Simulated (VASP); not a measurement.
These are PBEsol GGA, VASP's PBE PAW potentials (set 64) (plane waves; VASP) values and carry that method's errors.

Input for VASP

**KPOINTS**
```
kpoints
0
gamma
 5 5 5
```

POSCAR:
```
Al3GaN4
1.0
  4.4121748478   0.0000000000   0.0000000000
  0.0000000000   4.4121748478   0.0000000000
  0.0000000000   0.0000000000   4.4121748478
Al Ga N
3 1 4
Cart
  2.2060874239   2.2060874239   4.4121748478
  4.4121748478   2.2060874239   2.2060874239
  2.2060874239   0.0000000000   2.2060874239
  4.4121748478   0.0000000000   4.4121748478
  3.2864035670   3.2864035670   1.1257712808
  3.2864035670   1.1257712808   3.2864035670
  1.1257712808   1.1257712808   1.1257712808
  1.1257712808   3.2864035670   3.2864035670
```

**INCAR**
```
! general
SYSTEM   =  Al3GaN4
PREC     =  Accurate
ENCUT    =  520   ! plane-wave cut-off (eV)
LREAL    =  .False.   ! projection in real space or not
LASPH    =  .True.   ! aspherical one-centre terms

! electronic loop
EDIFF    =  1E-6   ! SCF stop (eV)
NELM     =  100
ALGO     =  Normal   ! blocked Davidson
LMAXMIX  =  4

! smearing
ISMEAR   =  0
SIGMA    =  0.05

! functional
GGA      =  PS

! ions
IBRION   =  2   ! conjugate gradients
NSW      =  60
ISIF     =  3
EDIFFG   =  -0.02   ! ionic stop

! output
LWAVE    =  .False.
LCHARG   =  .False.
```

POTCAR, in this order: Al Ga_d N (PBE.64 set). Program: vasp_std.

Output of the run:

### OUTCAR
```
 ion  position               nearest neighbor table
   1  0.500  0.500  0.000-   5 1.90   6 1.90   7 1.90   8 1.90   3 3.12   4 3.12   2 3.12   2 3.12
                             3 3.12   3 3.12   4 3.12   3 3.12   2 3.12   4 3.12   2 3.12   4 3.12
   2  0.000  0.500  0.500-   5 1.90   6 1.90   7 1.90   8 1.90   3 3.12   4 3.12   1 3.12   1 3.12
                             4 3.12   3 3.12   4 3.12   4 3.12   1 3.12   3 3.12   1 3.12   3 3.12
   3  0.500  0.000  0.500-   5 1.90   6 1.90   7 1.90   8 1.90   2 3.12   4 3.12   1 3.12   1 3.12
                             4 3.12   1 3.12   2 3.12   1 3.12   2 3.12   4 3.12   4 3.12   2 3.12
   4  0.000  0.000  0.000-   5 1.95   6 1.95   7 1.95   8 1.95   2 3.12   3 3.12   1 3.12   2 3.12
                             3 3.12   1 3.12   2 3.12   2 3.12   1 3.12   3 3.12   3 3.12   1 3.12
   5  0.745  0.745  0.255-   1 1.90   2 1.90   3 1.90   4 1.95
   6  0.745  0.255  0.745-   1 1.90   2 1.90   3 1.90   4 1.95
   7  0.255  0.255  0.255-   1 1.90   2 1.90   3 1.90   4 1.95
   8  0.255  0.745  0.745-   1 1.90   2 1.90   3 1.90   4 1.95
  LATTYP: Found a simple cubic cell.
 ALAT       =     4.4121748478
 Subroutine PRICEL returns:
 Original cell was already a primitive cell.
 Subroutine GETGRP returns: Found 24 space group operations
The static configuration has the point symmetry T_d .
The dynamic configuration has the point symmetry T_d .
 Subroutine INISYM returns: Found 24 space group operations
 Subroutine IBZKPT returns following result:
 Found     10 irreducible k-points:

 Following reciprocal coordinates:
            Coordinates               Weight
  0.000000  0.000000  0.000000      1.000000
  0.200000  0.000000  0.000000      6.000000
  0.400000  0.000000  0.000000      6.000000
  0.200000  0.200000  0.000000     12.000000
  0.400000  0.200000  0.000000     24.000000
  0.400000  0.400000  0.000000     12.000000
  0.200000  0.200000  0.200000      8.000000
  0.400000  0.200000  0.200000     24.000000
  0.400000  0.400000  0.200000     24.000000
  0.400000  0.400000  0.400000      8.000000
   k-points           NKPTS =     10   k-points in BZ     NKDIM =     10   number of bands    NBANDS=     26
   number of dos      NEDOS =    301   number of ions     NIONS =      8
   total plane-waves  NPLWV =  46656
   dimension x,y,z NGX =    36 NGY =   36 NGZ =   36
   dimension x,y,z NGXF=    72 NGYF=   72 NGZF=   72
   ions per type =               3   1   4
   PREC   = accura    normal or accurate (medium, high low for compatibility)
   ISTART =      0    job   : 0-new  1-cont  2-samecut
   ICHARG =      2    charge: 1-file 2-atom 10-const
   ISPIN  =      1    spin polarized calculation?
   LNONCOLLINEAR =      F non collinear calculations
   LSORBIT =      F    spin-orbit coupling
   INIWAV =      1    electr: 0-lowe 1-rand  2-diag
   ENCUT  =  520.0 eV  38.22 Ry    6.18 a.u.   8.20  8.20  8.20*2*pi/ulx,y,z
   NELM   =    100;   NELMIN=  2; NELMDL= -5     # of ELM steps
   EDIFF  = 0.1E-05   stopping-criterion for ELM
   LREAL  =      F    real-space projection
   NLSPLINE    = F    spline interpolate recip. space projectors
   LMAXMIX     =    4 max onsite mixed and CHGCAR
   VOSKOWN=      0    Vosko Wilk Nusair interpolation
   EDIFFG = -.2E-01   stopping-criterion for IOM
   NSW    =     60    number of steps for IOM
   NBLOCK =      1;   KBLOCK =     60    inner block; outer block
   IBRION =      2    ionic relax: 0-MD 1-quasi-New 2-CG
   NFREE  =      1    steps in history (QN), initial steepest desc. (CG)
   ISIF   =      3    stress and relaxation
   ISYM   =      2    0-nonsym 1-usesym 2-fastsym
   TEIN   =    0.0    initial temperature
   TEBEG  =    0.0;   TEEND  =   0.0 temperature during run
   SMASS  =  -3.00    Nose mass-parameter (am)
   PSTRESS=    0.0 pullay stress
   NELECT =      42.0000    total number of electrons
   EFERMI =   0.00;   METHOD = LEGACY
   ISMEAR =     0;   SIGMA  =   0.05  broadening in eV -4-tet -1-fermi 0-gaus
   IALGO  =     38    algorithm
   LDIAG  =      T    sub-space diagonalisation (order eigenvalues)
   IMIX   =      4    mixing-type and parameters
     AMIX     =   0.40;   BMIX     =  1.00
     AMIX_MAG =   1.60;   BMIX_MAG =  1.00
...
```

**OSZICAR**
```
       N       E                     dE             d eps       ncg     rms          rms(c)
DAV:   1     0.336313665711E+03    0.33631E+03   -0.20223E+04   552   0.202E+03
DAV:   2    -0.221106152643E+02   -0.35842E+03   -0.34685E+03   602   0.460E+02
DAV:   3    -0.667783583570E+02   -0.44668E+02   -0.44214E+02   610   0.144E+02
DAV:   4    -0.685221640408E+02   -0.17438E+01   -0.17358E+01   642   0.305E+01
DAV:   5    -0.685707278937E+02   -0.48564E-01   -0.48506E-01   678   0.485E+00    0.161E+01
DAV:   6    -0.599877724666E+02    0.85830E+01   -0.35837E+01   800   0.616E+01    0.561E+00
DAV:   7    -0.600299722173E+02   -0.42200E-01   -0.22244E+00   592   0.115E+01    0.385E+00
DAV:   8    -0.599661681695E+02    0.63804E-01   -0.32449E-01   688   0.624E+00    0.790E-01
DAV:   9    -0.599502799140E+02    0.15888E-01   -0.70040E-02   802   0.410E+00    0.423E-01
DAV:  10    -0.599501999034E+02    0.80011E-04   -0.85819E-03   646   0.658E-01    0.169E-01
DAV:  11    -0.599503322071E+02   -0.13230E-03   -0.69365E-04   800   0.293E-01    0.231E-02
DAV:  12    -0.599503317621E+02    0.44507E-06   -0.13178E-04   594   0.868E-02    0.151E-02
DAV:  13    -0.599503326999E+02   -0.93782E-06   -0.11101E-05   804   0.377E-02    0.115E-02
DAV:  14    -0.599503321648E+02    0.53506E-06   -0.19133E-06   352   0.991E-03
   1 F= -.59950332E+02 E0= -.59950332E+02  d E =-.599503E+02
       N       E                     dE             d eps       ncg     rms          rms(c)
DAV:   1    -0.599619244553E+02   -0.11592E-01   -0.21198E-01   724   0.936E+00    0.672E-01
DAV:   2    -0.599521680132E+02    0.97564E-02   -0.30843E-02   750   0.410E+00    0.258E-01
DAV:   3    -0.599507426452E+02    0.14254E-02   -0.24332E-03   782   0.148E+00    0.980E-02
DAV:   4    -0.599504016083E+02    0.34104E-03   -0.61225E-04   802   0.443E-01    0.236E-02
DAV:   5    -0.599504040546E+02   -0.24463E-05   -0.21723E-04   548   0.116E-01    0.199E-02
DAV:   6    -0.599504037095E+02    0.34510E-06   -0.62529E-06   634   0.182E-02
   2 F= -.59950404E+02 E0= -.59950404E+02  d E =-.715447E-04
       N       E                     dE             d eps       ncg     rms          rms(c)
DAV:   1    -0.599536046627E+02   -0.32006E-02   -0.47420E-02   724   0.444E+00    0.311E-01
DAV:   2    -0.599514708409E+02    0.21338E-02   -0.67677E-03   742   0.198E+00    0.121E-01
DAV:   3    -0.599511620197E+02    0.30882E-03   -0.54315E-04   782   0.717E-01    0.463E-02
DAV:   4    -0.599510898383E+02    0.72181E-04   -0.15079E-04   856   0.205E-01    0.118E-02
DAV:   5    -0.599510892226E+02    0.61569E-06   -0.42230E-05   552   0.498E-02    0.108E-02
DAV:   6    -0.599510892061E+02    0.16536E-07   -0.92180E-07   274   0.778E-03
   3 F= -.59951089E+02 E0= -.59951089E+02  d E =-.757041E-03
```

OUTCAR:
```
------------------------ aborting loop because EDIFF is reached ----------------------------------------
  FORCE on cell =-STRESS in cart. coord.  units (eV):
  Direction    XX          YY          ZZ          XY          YZ          ZX
  --------------------------------------------------------------------------------------
  Total       -0.0187618     -0.0187618     -0.0187618     -0.0000000     -0.0000000      0.0000000
  in kB       -0.3513242     -0.3513242     -0.3513242     -0.0000000     -0.0000000      0.0000000
  external PRESSURE =      -0.3513242 kB  Pullay stress =       0.0000000 kB
  volume of cell :       85.56
      direct lattice vectors                 reciprocal lattice vectors
     4.406485565  0.000000000 -0.000000000     0.226938222  0.000000000 -0.000000000
    -0.000000000  4.406485565 -0.000000000    -0.000000000  0.226938222 -0.000000000
     0.000000000  0.000000000  4.406485565     0.000000000  0.000000000  0.226938222
 POSITION                                       TOTAL-FORCE (eV/Angst)
 -----------------------------------------------------------------------------------
      2.20324      2.20324     -0.00000        -0.000000      0.000000      0.000000
      0.00000      2.20324      2.20324        -0.000000      0.000000      0.000000
      2.20324      0.00000      2.20324        -0.000000      0.000000     -0.000000
      0.00000      0.00000      0.00000        -0.000000      0.000000      0.000000
      3.28191      3.28191      1.12458        -0.003965     -0.003965      0.003965
      3.28191      1.12458      3.28191        -0.003965      0.003965     -0.003965
      1.12458      1.12458      1.12458         0.003965      0.003965      0.003965
      1.12458      3.28191      3.28191         0.003965     -0.003965     -0.003965
 -----------------------------------------------------------------------------------
    total drift:                                0.000000      0.000000      0.000000
  FREE ENERGIE OF THE ION-ELECTRON SYSTEM (eV)
  ---------------------------------------------------
  free  energy   TOTEN  =       -59.9510892061 eV

  energy  without entropy=      -59.9510892061  energy(sigma->0) =      -59.95108921

 reached required accuracy - stopping structural energy minimisation
```
(Selected blocks of OUTCAR.)

File CONTCAR:
```
Al3GaN4
   1.00000000000000
     4.4064855648466672    0.0000000000000000   -0.0000000000000000
    -0.0000000000000000    4.4064855648466672   -0.0000000000000000
     0.0000000000000000    0.0000000000000000    4.4064855648466672
  Al              Ga              N
     3     1     4
Direct
     0.5000000000000000    0.5000000000000000    0.0000000000000000
     0.0000000000000000    0.5000000000000000    0.5000000000000000
     0.5000000000000000    0.0000000000000000    0.5000000000000000
     0.0000000000000000    0.0000000000000000    0.0000000000000000
     0.7447904450342284    0.7447904450342284    0.2552095549657716
     0.7447904450342284    0.2552095549657716    0.7447904450342284
     0.2552095549657716    0.2552095549657716    0.2552095549657716
     0.2552095549657716    0.7447904450342284    0.7447904450342284
```

The structure comes from a computed database's Al3GaN4 entry (P-43m); how it stands against other phases isn't given here. This run relaxes it. Symmetry was kept, so distortions that lower it aren't found. The start is the result of an earlier pass.
